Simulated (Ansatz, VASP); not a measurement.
**Cross-check of Ta5Ge3 (Ta5Ge3 (I4/mcm)) between VASP and Ansatz**

One calculation is typed for both programs; each brings its own data sets. How far apart do they land? The cell is taken from a series of runs on this material, whose earlier steps may have relaxed, scaled, displaced or heated it; both programs get it as it stands.

Method: plane waves, with VASP 6.6.1 beside it; PBEsol, in Ansatz 0.2.0.

## (1) Starting point

It takes space group I4/mcm (No. 140, tetragonal). The conventional cell has a = 6.635 Å, b = 6.635 Å, c = 12.017 Å, α = 90.00°, β = 90.00°, γ = 90.00°. Nearest to Ta lie 5 Ge at 2.66 to 2.75 Å and 1 Ta at 2.85 Å. Ta has 6 Ge at 2.58 to 3.00 Å nearest. Nearest to Ge lie 1 Ge at 2.55 Å and 8 Ta at 2.58 to 2.71 Å. Ge has 10 Ta at 2.75 to 3.00 Å nearest. Farther neighbours are not listed.

As a file:

```cif
data_structure
_symmetry_space_group_name_H-M 'I4/mcm'
_symmetry_Int_Tables_number 140
_cell_length_a 6.6348
_cell_length_b 6.6348
_cell_length_c 12.0169
_cell_angle_alpha 90.000
_cell_angle_beta 90.000
_cell_angle_gamma 90.000
_cell_volume 529.00
loop_
_atom_site_label
_atom_site_type_symbol
_atom_site_symmetry_multiplicity
_atom_site_Wyckoff_symbol
_atom_site_fract_x
_atom_site_fract_y
_atom_site_fract_z
_atom_site_occupancy
Ta1 Ta 16 l 0.83918 0.66082 0.34624 1
Ta2 Ta 4 c 0.50000 0.50000 0.00000 1
Ge1 Ge 8 h 0.63592 0.13592 0.00000 1
Ge2 Ge 4 a 0.50000 0.50000 0.25000 1
```

## (2) Ansatz: relaxation of cell and atoms, PBEsol

Ansatz runs on its PAW soft_1 files.

The relaxed volume is the usual yardstick between codes: in a stiff, nearly cubic crystal its relative difference is about their pressure difference at one cell divided by the bulk modulus.

File input.yaml:

```yaml
crystal:
  lattice:
    - [-3.317418, 3.317418, 6.008438]
    - [3.317418, -3.317418, 6.008438]
    - [3.317418, 3.317418, -6.008438]
  atoms:
    - { symbol: Ta, position: [0.00705565, 0.18541731, 0.5] }
    - { symbol: Ta, position: [0.50705565, 0.00705565, 0.82163834] }
    - { symbol: Ta, position: [0.18541731, 0.68541731, 0.17836166] }
    - { symbol: Ta, position: [0.49294435, 0.99294435, 0.17836166] }
    - { symbol: Ta, position: [0.68541731, 0.50705565, 0.5] }
    - { symbol: Ta, position: [0.99294435, 0.81458269, 0.5] }
    - { symbol: Ta, position: [0.31458269, 0.49294435, 0.5] }
    - { symbol: Ta, position: [0.81458269, 0.31458269, 0.82163834] }
    - { symbol: Ta, position: [0.5, 0.5, 0.0] }
    - { symbol: Ta, position: [0.0, 0.0, 0.0] }
    - { symbol: Ge, position: [0.13592046, 0.63592046, 0.77184092] }
    - { symbol: Ge, position: [0.63592046, 0.86407954, 0.5] }
    - { symbol: Ge, position: [0.36407954, 0.13592046, 0.5] }
    - { symbol: Ge, position: [0.86407954, 0.36407954, 0.22815908] }
    - { symbol: Ge, position: [0.75, 0.75, 0.0] }
    - { symbol: Ge, position: [0.25, 0.25, 0.0] }
basis:
  ecutwfc: 420
  xc_grid: 2
hamiltonian:
  xc: pbesol
  pseudopotentials: { kind: paw, azcp: { folder: soft_1 }, xc_functional: pbe }
kpoints:
  mp_grid: { grid: [8, 8, 8] }
scf:
  occupations: { method: fermi_dirac, width: 0.05 }
  max_iter: 150
output:
  forces: true
  stress: true
relax:
  f_tol: 0.01
  max_steps: 60
  cell: {}
checkpoint:
  write: "../pbesol.run"
  compress: false
  write_wavefunctions: false
  write_every: 100000
```

Launch:

```sh
ansatz run input.yaml --threads 4 --pin off --max-ram 6594MiB --backend cpu --events-out ev --progress --plain --runs-dir out
```

Numbers of over 12 decimals in the logs are rounded to 6 here.

The program printed:

```text
Engine: ansatz 0.2.0, aarch64-unknown-linux-gnu
Pseudopotentials: kind: paw
Pseudopotential: Ta, paw, valence charge 13, recommended cutoff 420 eV (normal), soft_1/Ta.paw.azcp
Pseudopotential: Ge, paw, valence charge 14, recommended cutoff 420 eV (normal), soft_1/Ge.paw.azcp
Functional definition: PBEsol
  exchange = pbesol_x
  correlation = pbesol_c
Crystal: 16 atoms, lattice volume = 264.498 Å³
Basis set: ecut = 420 eV, 5125 PW (Γ), exchange–correlation on 108×108×108 points (8 copies of the dense FFT grid, shifted against one another)
Bands: 129, of which v1, the nominal top of the filled ones, is band 107 counted from 1 (106 counted from 0)
Symmetry: 16 space group operations
Space group: I4/mcm (ITA 140), of the structure as read, at distance tolerance 6.4e-5 Å
k-points: 59 of 512
Non-local potential: Ta, projectors of the file, l = 0: 3, l = 1: 2, l = 2: 2, l = 3: 1
Non-local potential: Ge, projectors of the file, l = 0: 2, l = 1: 2, l = 2: 3, l = 3: 1
PAW form: soft (Blöchl's): semilocal exchange-correlation on the pseudo side does not see the compensation charge
PAW frozen core: Ta, regenerated for the run's functional, and the local potential with it (the file was generated under x = pbe(κ = 0.804, μ = 0.219515), c = pbe(β = 0.066725))
PAW frozen core: Ge, regenerated for the run's functional, and the local potential with it (the file was generated under x = pbe(κ = 0.804, μ = 0.219515), c = pbe(β = 0.066725))
PAW one-centre angular grid: Ta, 590 points (default); XC on 64 Gauss nodes
PAW one-centre angular grid: Ge, 590 points (default); XC on 64 Gauss nodes
Initial density: superposition of atomic densities (chi_scale 0.1, normalization cell, long waves kept (reshape's long-wave potential 0.02 eV rms))
Initial wavefunctions: pseudopotential atomic-orbital guess
Functional: x = pbesol(κ = 0.804, μ = 0.123457), c = pbesol(β = 0.046)
SCF iter   1: F=—  HF=-123604.627970 eV  |F-HF|=—  |Δ(HF+E_count)|=         —  Δρ=4.89e-2  dr2=8.13e0  ethr=3.10e-3  ⟨swp⟩=6.0  Hψ=30238  notcnv=0  defer=27
preconditioner: auto → Kerker (q_TF=auto, 2.634 Å⁻¹)  [metal: Δε(μ)=0.006 eV  Ē_g=13.917 eV  σ=0.050 eV  W_gap=0.03  n_scr=68 (ndim 8)  ℏωp=26.4 eV  f_vac=0.000  D(μ)=5.87/eV (n_scr^D=34)]
SCF iter   2: F=—  HF=-123602.885338 eV  |F-HF|=—  |Δ(HF+E_count)|=    1.74e0  Δρ=2.89e-2  dr2=2.91e0  ethr=3.10e-3  ⟨swp⟩=2.0  Hψ=13551  notcnv=0  defer=489
SCF iter   3: F=—  HF=-123602.205941 eV  |F-HF|=—  |Δ(HF+E_count)|=   6.79e-1  Δρ=1.01e-2  dr2=4.33e-1  ethr=1.36e-3  ⟨swp⟩=2.0  Hψ=11880  notcnv=0  defer=491
SCF iter   4: F=—  HF=-123602.000053 eV  |F-HF|=—  |Δ(HF+E_count)|=   2.06e-1  Δρ=1.82e-3  dr2=1.02e-2  ethr=2.02e-4  ⟨swp⟩=2.3  Hψ=12062  notcnv=0  defer=485
SCF iter   5: F=—  HF=-123601.998367 eV  |F-HF|=—  |Δ(HF+E_count)|=   1.69e-3  Δρ=5.39e-4  dr2=2.10e-3  ethr=4.77e-6  ⟨swp⟩=2.1  Hψ=10713  notcnv=0  defer=477
SCF iter   6: F=—  HF=-123601.997974 eV  |F-HF|=—  |Δ(HF+E_count)|=   3.93e-4  Δρ=1.81e-4  dr2=1.21e-4  ethr=9.80e-7  ⟨swp⟩=2.0  Hψ=8516  notcnv=0  defer=477
SCF iter   7: F=—  HF=-123601.997929 eV  |F-HF|=—  |Δ(HF+E_count)|=   4.50e-5  Δρ=6.38e-5  dr2=1.17e-5  ethr=5.64e-8  ⟨swp⟩=2.0  Hψ=11117  notcnv=0  defer=477
SCF iter   8: F=—  HF=-123601.997703 eV  |F-HF|=—  |Δ(HF+E_count)|=   2.26e-4  Δρ=2.58e-5  dr2=1.78e-6  ethr=5.46e-9  ⟨swp⟩=2.0  Hψ=11313  notcnv=0  defer=477
SCF iter   9: F=—  HF=-123601.997702 eV  |F-HF|=—  |Δ(HF+E_count)|=   1.40e-6  Δρ=7.15e-6  dr2=1.50e-7  ethr=8.33e-10  ⟨swp⟩=2.0  Hψ=11111  notcnv=0  defer=477
SCF iter  10: F=-123601.997702 eV  HF=-123601.997702 eV  |F-HF|=1.08e-8  |Δ(HF+E_count)|=   2.52e-8  Δρ=2.18e-6  dr2=1.77e-8  ethr=4.67e-11  ⟨swp⟩=4.0  Hψ=22249  notcnv=0
SCF 1 converged in 10 iterations: F = -123601.997702 eV  dr2 = 1.77e-8
  greatest PAW one-centre occupation: 0.999 electrons in one spin orbital (limit 2), on the Ta atom at site 8 (counted from 0), in its partial waves of l = 0
relax step   1: F+E_penalty+E_count = -123601.99770155 eV  Δ(F+E_penalty+E_count) = +0.000e0 eV  max|allowed force component| = 4.736e-2 eV/Å  Δτ_max = 0.0000 Å  P = -3.159 GPa  Ω = 264.498 Å³  (10 SCF iters, dr2 threshold 1.00e-7 eV, accepted)
[...]
relax step   3: F+E_penalty+E_count = -123602.03892748 eV  Δ(F+E_penalty+E_count) = -4.123e-2 eV  max|allowed force component| = 1.974e-2 eV/Å  Δτ_max = 0.0041 Å  P = -0.244 GPa  Ω = 260.850 Å³  energy of the carried Pulay correction = +1.091e-3 eV  (11 SCF iters, accepted)
[...]
relax step   4: F+E_penalty+E_count = -123602.03934937 eV  Δ(F+E_penalty+E_count) = -4.219e-4 eV  max|allowed force component| = 9.212e-3 eV/Å  Δτ_max = 0.0010 Å  P = -0.007 GPa  Ω = 260.564 Å³  energy of the carried Pulay correction = +1.177e-3 eV  (4 SCF iters, dr2 threshold 2.48e-7 eV, accepted)
[...]
relax step   5: F+E_penalty+E_count = -123602.03817751 eV  Δ(F+E_penalty+E_count) = +1.172e-3 eV  max|allowed force component| = 9.074e-3 eV/Å  Δτ_max = 0.0000 Å  P = -0.008 GPa  Ω = 260.564 Å³  stress off target by 2.10e-2 GPa  SCF on the basis re-selected at this cell (its energy is not comparable with the rows above)  (5 SCF iters)
basis re-selected at this cell: Δ(F+E_penalty+E_count) = +1.172e-3 eV, ΔP = -0.001 GPa vs the last step (what re-selecting the basis moved, of the pressure what is left beyond the Pulay correction that the steps carried, after the strain that the cell walked since its last selection, with what the two solves' SCF thresholds leave and, on support functions, any second-order correction that the steps lacked; it is no m [...]
SCF converged after 5 iterations
Free energy (F): -123602.038178 eV
Harris-Foulkes:  -123602.038178 eV  (|F-HF|=1.02e-10)
Internal energy: -123601.987736 eV  (E = F + TS)
E sigma→0 (E₀):  -123602.012957 eV
Entropy (-TS):   -0.050441 eV (-3.153 meV/atom)
Fermi energy:    18.459314 eV
--- Per-component energies (eV) ---
  E_band       = -1290.970456
  E_kinetic    = 4513.600474
  E_local      = -16198.927528  (includes V_loc(G=0)·N_el)
  E_nonlocal   = 1237.409485
  E_hartree    = 7359.441019
  E_xc         = -3628.862875
  E_vxc        = -2744.953860  (∫ρ·V_xc dr)
  E_paw        = -93657.373822  (= ΣΔE_a)
  E_vpaw       = -2816.981361  (= ΣTr[D̂ρ^β])
  E_aug_tail   = 0.001106  (compensation charges beyond the density's cutoff)
  E_ewald      = -23234.920351
  E_core_change = 7.644755  (= ΣΔE_core)
  E_smearing   = -0.050441  (= −TS)
  E_closure    = -0.000000  (closes the sum)
  Σ components = -123602.038178   (vs F -123602.038178, Δ=0.00e0)
--- Forces (eV/Å), atoms counted from 1 ---
  atom   1  Ta    -0.00179829     0.00179829     0.00907398
  atom   2  Ta     0.00179829     0.00179829     0.00907398
  atom   3  Ta    -0.00179829    -0.00179829     0.00907398
  atom   4  Ta    -0.00179829    -0.00179829    -0.00907398
  atom   5  Ta     0.00179829    -0.00179829     0.00907398
  atom   6  Ta     0.00179829    -0.00179829    -0.00907398
  atom   7  Ta    -0.00179829     0.00179829    -0.00907398
  atom   8  Ta     0.00179829     0.00179829    -0.00907398
  atom   9  Ta    -0.00000000     0.00000000    -0.00000000
  atom  10  Ta    -0.00000000     0.00000000     0.00000000
  atom  11  Ge     0.00609873     0.00609873     0.00000000
  atom  12  Ge    -0.00609873     0.00609873     0.00000000
  atom  13  Ge     0.00609873    -0.00609873    -0.00000000
  atom  14  Ge    -0.00609873    -0.00609873    -0.00000000
  atom  15  Ge     0.00000000     0.00000000    -0.00000000
  atom  16  Ge    -0.00000000     0.00000000     0.00000000
  max |Σ_I F_I| component: 1.06e-17 eV/Å
--- Stress (GPa, compression-positive) ---
       -0.001595       0.000000      -0.000000
        0.000000      -0.001595      -0.000000
       -0.000000      -0.000000      -0.021040
  P = ⅓ Tr σ = -0.0081 GPa (-0.081 kbar)
--- Relaxed structure (4 steps of the walk, 3 accepted, 1 SCFs on fresh bases) ---
  F+E_penalty+E_count = -123602.03817751 eV   max|allowed force component| = 9.074e-3 eV/Å   (the final SCF, on the basis selected at the relaxed cell)
  cell:  # Å, volume = 260.5637 Å³
    - [-3.299383, 3.299383, 5.983959]
    - [3.299383, -3.299383, 5.983959]
    - [3.299383, 3.299383, -5.983959]
  atoms:
    - { symbol: Ta, position: [0.00656647, 0.185284, 0.500000] }
    - { symbol: Ta, position: [0.506566, 0.00656647, 0.821282] }
    - { symbol: Ta, position: [0.185284, 0.685284, 0.178718] }
    - { symbol: Ta, position: [0.493434, 0.993434, 0.178718] }
    - { symbol: Ta, position: [0.685284, 0.506566, 0.500000] }
    - { symbol: Ta, position: [0.993434, 0.814716, 0.500000] }
    - { symbol: Ta, position: [0.314716, 0.493434, 0.500000] }
    - { symbol: Ta, position: [0.814716, 0.314716, 0.821282] }
    - { symbol: Ta, position: [0.500000, 0.500000, 0] }
    - { symbol: Ta, position: [0, 0, 0] }
    - { symbol: Ge, position: [0.136201, 0.636201, 0.772402] }
    - { symbol: Ge, position: [0.636201, 0.863799, 0.500000] }
    - { symbol: Ge, position: [0.363799, 0.136201, 0.500000] }
    - { symbol: Ge, position: [0.863799, 0.363799, 0.227598] }
    - { symbol: Ge, position: [0.750000, 0.750000, 0] }
    - { symbol: Ge, position: [0.250000, 0.250000, 0] }
```

(Continued in part 2 of 2.)

[Lines on the potential files, build, host, timing and source positions are cut from VASP's logs without a mark.]

[Logs are printed without paths, hosts, clocks, repeated set-up lines and the standing remarks that a program may print on its own settings, such as how far it seeks lower states.]

[Hosts, paths, dates, database ids (printed as entryN), source tags and the programs' standing remarks are cut or masked in the printed files.]
